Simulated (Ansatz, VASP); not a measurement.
# Ge in two plane-wave programs

Wanted: the spread between two codes on one cell, functional and k mesh. The cell is taken from a series of runs on this material, whose earlier steps may have relaxed, scaled, displaced or heated it; both programs get it as it stands.

Method: plane waves, with VASP 6.6.1 beside it; relaxation of cell and atoms at r2SCAN, in Ansatz 0.2.0.

This is not the structure that Ge takes at ambient pressure and room temperature (diamond type); it is a model or a phase of other conditions.

### 1. The structure

Symmetry: P6_3/mmc, No. 194, hexagonal system. Conventional cell: a = 4.000 Å, b = 4.000 Å, c = 6.532 Å, α = 90.00°, β = 90.00°, γ = 120.00°. Ge has 4 Ge at 2.45 Å nearest.

Coordinates:

```cif
data_structure
_symmetry_space_group_name_H-M 'P6_3/mmc'
_symmetry_Int_Tables_number 194
_cell_length_a 4.0000
_cell_length_b 4.0000
_cell_length_c 6.5320
_cell_angle_alpha 90.000
_cell_angle_beta 90.000
_cell_angle_gamma 120.000
_cell_volume 90.51
loop_
_atom_site_label
_atom_site_type_symbol
_atom_site_symmetry_multiplicity
_atom_site_Wyckoff_symbol
_atom_site_fract_x
_atom_site_fract_y
_atom_site_fract_z
_atom_site_occupancy
Ge1 Ge 4 f 0.33333 0.66667 0.56250 1
```

### 2. Ansatz: relaxation of cell and atoms, r2SCAN

Ansatz runs on its PAW soft_1 files.

The relaxed volume is the usual yardstick between codes: in a stiff, nearly cubic crystal its relative difference is about their pressure difference at one cell divided by the bulk modulus.

File input.yaml:

```yaml
crystal:
  lattice:
    - [4.0, 0.0, 0.0]
    - [-2.0, 3.46410162, 0.0]
    - [0.0, 0.0, 6.53197265]
  atoms:
    - { symbol: Ge, position: [0.33333333, 0.66666667, 0.5625] }
    - { symbol: Ge, position: [0.33333333, 0.66666667, 0.9375] }
    - { symbol: Ge, position: [0.66666667, 0.33333333, 0.0625] }
    - { symbol: Ge, position: [0.66666667, 0.33333333, 0.4375] }
kpoints:
  mp_grid: { grid: [10, 10, 5] }
scf:
  occupations: { method: fermi_dirac, width: 0.02 }
hamiltonian:
  xc: r2scan
  pseudopotentials: { kind: paw, azcp: { folder: soft_1 } }
basis:
  ecutwfc: 600
output:
  forces: true
  stress: true
relax:
  f_tol: 0.005
  max_steps: 70
  cell: { stress_tol: 0.02, p_target: 0 }
```

Run with:

```bash
> ansatz run input.yaml --threads 4 --pin off --max-ram 10240MiB --backend cpu --events-out ev --progress --plain --runs-dir out
```

Numbers of over 12 decimals in the logs are rounded to 6 here.

What it wrote:

```text
Engine: ansatz 0.2.0, aarch64-unknown-linux-gnu
Pseudopotentials: kind: paw
Pseudopotential: Ge, paw, valence charge 14, recommended cutoff 500 eV (meta_gga), soft_1/Ge.paw.azcp
Functional definition: r2SCAN
  parameter k0 = 0.174
  parameter k1 = 0.065
  parameter a1 = 4.9479
  exchange = r2scan_x(k0 = k0, k1 = k1, a1 = a1)
  correlation = r2scan_c
Crystal: 4 atoms, lattice volume = 90.510 Å³
Basis set: ecut = 600 eV, 3009 PW (Γ), exchange–correlation on 128×128×216 points (64 copies of the dense FFT grid, shifted against one another)
Bands: 34, of which v1, the nominal top of the filled ones, is band 28 counted from 1 (27 counted from 0)
Symmetry: 24 space group operations
Space group: P63/mmc (ITA 194), of the structure as read, at distance tolerance 4.5e-5 Å
k-points: 42 of 500
Non-local potential: Ge, projectors of the file, l = 0: 2, l = 1: 2, l = 2: 3, l = 3: 1
PAW form: soft (Blöchl's): semilocal exchange-correlation on the pseudo side does not see the compensation charge
PAW frozen core: Ge, regenerated for the run's functional (the file was generated under x = pbe(κ = 0.804, μ = 0.219515), c = pbe(β = 0.066725))
PAW one-centre angular grid: Ge, 590 points (default); XC on 160 Gauss nodes
Initial density: superposition of atomic densities (chi_scale 0.1, normalization cell)
Initial wavefunctions: pseudopotential atomic-orbital guess
Functional: x = r2scan, c = r2scan; τ floored in thin density (d = 2e-4 eV/Å³)
iter 1 solved again at ethr=1.72e-3 eV; its pass at ethr=3.10e-3 eV (dr2=9.64e-1 eV) is discarded
SCF iter   1: F=—  HF=-17211.442920 eV  |F-HF|=—  |Δ(HF+E_count)|=         —  Δρ=3.78e-2  dr2=9.73e-1  dr2_τ=9.47e-3  ethr=1.72e-3  ⟨swp⟩=1.0  Hψ=7078  notcnv=0
preconditioner: auto → Resta (q_TF=auto, 2.518 Å⁻¹)  ε∞=2.5  [insulator: Δε(μ)=0.102 eV  Ē_g=23.462 eV  σ=0.020 eV  W_gap=0.58  n_scr=22 (ndim 8)  ℏωp=29.2 eV  f_vac=0.006  D(μ)=0.13/eV (n_scr^D=0)  ε∞_Penn≈2.5]
SCF iter   2: F=—  HF=-17211.526903 eV  |F-HF|=—  |Δ(HF+E_count)|=   8.40e-2  Δρ=2.27e-2  dr2=3.66e-1  dr2_τ=1.78e-3  ethr=1.72e-3  ⟨swp⟩=2.0  Hψ=1679  notcnv=0
SCF iter   3: F=—  HF=-17211.589209 eV  |F-HF|=—  |Δ(HF+E_count)|=   6.23e-2  Δρ=2.10e-3  dr2=4.86e-3  dr2_τ=8.05e-5  ethr=6.53e-4  ⟨swp⟩=3.4  Hψ=2045  notcnv=0
SCF iter   4: F=—  HF=-17211.585166 eV  |F-HF|=—  |Δ(HF+E_count)|=   4.04e-3  Δρ=1.26e-3  dr2=1.22e-3  dr2_τ=1.08e-5  ethr=8.68e-6  ⟨swp⟩=2.1  Hψ=2862  notcnv=0
SCF iter   5: F=—  HF=-17211.586146 eV  |F-HF|=—  |Δ(HF+E_count)|=   9.80e-4  Δρ=2.12e-4  dr2=1.74e-5  dr2_τ=1.21e-6  ethr=2.18e-6  ⟨swp⟩=3.0  Hψ=2856  notcnv=0
SCF iter   6: F=—  HF=-17211.586155 eV  |F-HF|=—  |Δ(HF+E_count)|=   9.38e-6  Δρ=5.69e-5  dr2=2.43e-6  dr2_τ=3.44e-8  ethr=3.10e-8  ⟨swp⟩=2.0  Hψ=2595  notcnv=0
SCF iter   7: F=-17211.586158 eV  HF=-17211.586158 eV  |F-HF|=3.69e-9  |Δ(HF+E_count)|=   2.48e-6  Δρ=9.99e-6  dr2=6.79e-8  dr2_τ=7.28e-10  ethr=1.79e-10  ⟨swp⟩=3.0  Hψ=5616  notcnv=0
SCF 1 converged in 7 iterations: F = -17211.586158 eV  dr2 = 6.79e-8
  greatest PAW one-centre occupation: 0.998 electrons in one spin orbital (limit 2), on the Ge atom at site 3 (counted from 0), in its partial waves of l = 2
relax step   1: F+E_penalty+E_count = -17211.58615784 eV  Δ(F+E_penalty+E_count) = +0.000e0 eV  max|allowed force component| = 3.389e-2 eV/Å  Δτ_max = 0.0000 Å  P = +0.581 GPa  Ω = 90.510 Å³  (7 SCF iters, dr2 threshold 1.00e-7 eV, accepted)
[...]
relax step   2: F+E_penalty+E_count = -17211.58840260 eV  Δ(F+E_penalty+E_count) = -2.245e-3 eV  max|allowed force component| = 1.142e-1 eV/Å  Δτ_max = 0.0109 Å  P = +0.015 GPa  Ω = 91.143 Å³  energy of the carried Pulay correction = -4.607e-5 eV  (6 SCF iters, dr2 threshold 4.00e-7 eV, accepted)
[...]
relax step   3: F+E_penalty+E_count = -17211.59136070 eV  Δ(F+E_penalty+E_count) = -2.958e-3 eV  max|allowed force component| = 2.127e-2 eV/Å  Δτ_max = 0.0070 Å  P = +0.044 GPa  Ω = 91.136 Å³  energy of the carried Pulay correction = -4.551e-5 eV  (5 SCF iters, dr2 threshold 4.00e-7 eV, accepted)
[...]
relax step   4: F+E_penalty+E_count = -17211.59140289 eV  Δ(F+E_penalty+E_count) = -4.220e-5 eV  max|allowed force component| = 4.537e-3 eV/Å  Δτ_max = 0.0007 Å  P = +0.008 GPa  Ω = 91.184 Å³  energy of the carried Pulay correction = -4.898e-5 eV  (3 SCF iters, dr2 threshold 3.73e-8 eV, accepted)
[...]
relax step   5: F+E_penalty+E_count = -17211.59140467 eV  Δ(F+E_penalty+E_count) = -1.779e-6 eV  max|allowed force component| = 5.636e-5 eV/Å  Δτ_max = 0.0001 Å  P = -0.000 GPa  Ω = 91.195 Å³  energy of the carried Pulay correction = -4.980e-5 eV  (3 SCF iters, dr2 threshold 2.91e-9 eV, accepted)
[...]
relax step   6: F+E_penalty+E_count = -17211.59145640 eV  Δ(F+E_penalty+E_count) = -5.172e-5 eV  max|allowed force component| = 4.167e-5 eV/Å  Δτ_max = 0.0000 Å  P = -0.000 GPa  Ω = 91.195 Å³  stress off target by 4.68e-4 GPa  SCF on the basis re-selected at this cell (its energy is not comparable with the rows above)  (5 SCF iters)
basis re-selected at this cell: Δ(F+E_penalty+E_count) = -5.172e-5 eV, ΔP = -0.000 GPa vs the last step (what re-selecting the basis moved, of the pressure what is left beyond the Pulay correction that the steps carried, after the strain that the cell walked since its last selection, with what the two solves' SCF thresholds leave and, on support functions, any second-order correction that the steps lacked; it is no m [...]
SCF converged after 5 iterations
Free energy (F): -17211.591456 eV
Harris-Foulkes:  -17211.591456 eV  (|F-HF|=0.00e0)
Internal energy: -17211.591395 eV  (E = F + TS)
E sigma→0 (E₀):  -17211.591426 eV
Entropy (-TS):   -0.000061 eV (-0.015 meV/atom)
Fermi energy:    8.490458 eV
--- Per-component energies (eV) ---
  E_band       = -642.489731
  E_kinetic    = 369.720233
  E_local      = -9039.767161  (includes V_loc(G=0)·N_el)
  E_nonlocal   = 873.892713
  E_hartree    = 4312.645677
  E_xc         = -263.398234
  E_vxc        = -273.183124  (∫ρ·V_xc dr)
  E_paw        = -8105.850448  (= ΣΔE_a)
  E_vpaw       = -1212.740071  (= ΣTr[D̂ρ^β])
  E_aug_tail   = 0.000004  (compensation charges beyond the density's cutoff)
  E_vtau       = 14.296350  (kinetic-family band-sum trace: ∫τ·v_τ [+ j·A + Jᵃ·Aᵃ] dr)
  E_ewald      = -5354.491137
  E_core_change = -4.343043  (= ΣΔE_core)
  E_smearing   = -0.000061  (= −TS)
  E_closure    = -0.000000  (closes the sum)
  Σ components = -17211.591456   (vs F -17211.591456, Δ=0.00e0)
--- Forces (eV/Å), atoms counted from 1 ---
  atom   1  Ge    -0.00000000    -0.00000000    -0.00004167
  atom   2  Ge    -0.00000000    -0.00000000     0.00004167
  atom   3  Ge     0.00000000     0.00000000    -0.00004167
  atom   4  Ge     0.00000000     0.00000000     0.00004167
  max |Σ_I F_I| component: 2.31e-17 eV/Å
--- Stress (GPa, compression-positive) ---
       -0.000468      -0.000000       0.000000
        0.000000      -0.000468       0.000000
        0.000000       0.000000       0.000176
  P = ⅓ Tr σ = -0.0003 GPa (-0.003 kbar)
--- Relaxed structure (5 steps of the walk, 5 accepted, 1 SCFs on fresh bases) ---
  F+E_penalty+E_count = -17211.59145640 eV   max|allowed force component| = 4.167e-5 eV/Å   (the final SCF, on the basis selected at the relaxed cell)
  cell:  # Å, volume = 91.1949 Å³
    - [3.994434, 0, 0.0]
    - [-1.997217, 3.459281, 0.0]
    - [0.0, 0.0, 6.599780]
  atoms:
    - { symbol: Ge, position: [0.333333, 0.666667, 0.562973] }
    - { symbol: Ge, position: [0.333333, 0.666667, 0.937027] }
    - { symbol: Ge, position: [0.666667, 0.333333, 0.062973] }
    - { symbol: Ge, position: [0.666667, 0.333333, 0.437027] }
```

In the SCF lines HF is the Harris–Foulkes energy and dr2 the Hartree energy of the density residual, in eV; the loop may stop once dr2 is under the threshold and the program's other checks hold. Hψ counts applications of the Hamiltonian.

(Part 1 of 2 ends here.)

[Lines on the potential files, build, host, timing and source positions are cut from VASP's logs without a mark.]

[Logs are printed without paths, hosts, clocks, repeated set-up lines and the standing remarks that a program may print on its own settings, such as how far it seeks lower states.]

[Hosts, paths, dates, database ids (printed as entryN), source tags and the programs' standing remarks are cut or masked in the printed files.]
